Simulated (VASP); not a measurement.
Consider the following.

```
CELL_PARAMETERS angstrom
      2.72340    -2.73283     0.00000
      2.72340     2.73283     0.00000
      0.00000     0.00000     7.50450
ATOMIC_POSITIONS crystal
  W  0.55370 0.44630 0.75000
  W  0.44630 0.55370 0.25000
  O  0.50000 0.50000 0.50000
  O  0.50000 0.50000 0.00000
  O  0.48173 0.01752 0.25000
  O  0.51827 0.98248 0.75000
  O  0.01752 0.48173 0.75000
  O  0.98248 0.51827 0.25000
```

All values below come from PBEsol GGA, VASP's PBE PAW potentials (set 64) (plane waves; VASP). Settings: 520 eV cut-off, Gaussian smearing of 0.050 eV, potentials W_sv O.

Unless said otherwise, spin-orbit coupling is left out, though it shifts the bands of the heavy elements here.

### Question
Give the energies of bands 24 to 37 at the high-symmetry points, in eV from the valence-band maximum.

### Answer

| band | Γ | Y | C0 | Z | A0 | T | S | R |
|---|---|---|---|---|---|---|---|---|
| 24 | -2.13 | -3.48 | -3.48 | -2.40 | -4.70 | -4.70 | -2.50 | -2.91 |
| 25 | -2.10 | -3.28 | -3.28 | -2.12 | -4.21 | -4.21 | -2.36 | -2.12 |
| 26 | -2.03 | -2.29 | -2.29 | -2.12 | -4.21 | -4.21 | -2.28 | -2.12 |
| 27 | -1.51 | -1.81 | -1.81 | -2.06 | -0.58 | -0.58 | -2.18 | -1.97 |
| 28 | -1.48 | -1.75 | -1.75 | -2.06 | -0.58 | -0.58 | -1.90 | -1.97 |
| 29 | -1.36 | -0.17 | -0.17 | -1.51 | -0.54 | -0.54 | -1.44 | -1.73 |
| 30 | -1.35 | -0.15 | -0.15 | -1.51 | -0.54 | -0.54 | -1.34 | -1.73 |
| 31 | -1.11 | -0.01 | -0.01 | -1.45 | -0.16 | -0.16 | -1.08 | -0.53 |
| 32 | -1.06 | 0.00 | 0.00 | -1.45 | -0.16 | -0.16 | -0.01 | -0.53 |
| 33 | 1.17 | 3.97 | 3.97 | 2.05 | 4.61 | 4.61 | 1.24 | 3.10 |
| 34 | 1.28 | 4.14 | 4.14 | 2.05 | 4.61 | 4.61 | 4.05 | 3.10 |
| 35 | 2.01 | 5.27 | 5.27 | 3.04 | 4.70 | 4.70 | 4.25 | 4.28 |
| 36 | 2.12 | 5.32 | 5.32 | 3.04 | 4.70 | 4.70 | 4.32 | 4.28 |
| 37 | 4.54 | 5.57 | 5.57 | 3.18 | 5.31 | 5.31 | 4.66 | 4.68 |

The gap is indirect, 1.17 eV, from the valence maximum at Y to the conduction minimum at Γ.

The structure comes from a computed database's WO3 entry (Cmcm); how it stands against other phases isn't given here. It was relaxed first.
